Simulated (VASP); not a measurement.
Calculation: SCAN meta-GGA, VASP's PBE PAW potentials (set 64) (plane waves; VASP).

VASP ran on this input.

### KPOINTS
```
Automatic mesh
0
Gamma
12 12 12
0 0 0
```

File POSCAR:
```
HfC
1
    0.0000000000     2.3200000000     2.3200000000
    2.3200000000     0.0000000000     2.3200000000
    2.3200000000     2.3200000000     0.0000000000
Hf C
1 1
Direct
  0.0000000000   0.0000000000   0.0000000000
  0.5000000000   0.5000000000   0.5000000000
```

**INCAR**
```
# general
SYSTEM  = HfC
PREC    = Accurate
ENCUT   = 520
LREAL   = .False.
LASPH   = .True.

# electronic loop
EDIFF   = 1E-6
NELM    = 100
ALGO    = Normal
LMAXMIX = 6
LMIXTAU = .True.

# smearing
ISMEAR  = 1
SIGMA   = 0.1

# functional
METAGGA = SCAN

# ions
IBRION  = 2
NSW     = 60
ISIF    = 3
EDIFFG  = -0.01

# output
LWAVE   = .False.
LCHARG  = .False.
```

POTCAR, in this order: Hf_pv C (PBE.64 set). Program: vasp_std.

Task: What will the output report for the number of irreducible k-points (NKPTS), largest plane-wave count, number of space-group operations, FFT grid (NGX, NGY, NGZ)?

Result: 
```json
{
  "number of irreducible k-points (NKPTS)": "72",
  "largest_plane_wave_count": "692",
  "number_of_space_group_operations": "48",
  "FFT grid (NGX, NGY, NGZ)": "24 × 24 × 24"
}
```

The compound is HfC in the rock salt structure. This run relaxes it. Symmetry was kept, so distortions that lower it aren't found.
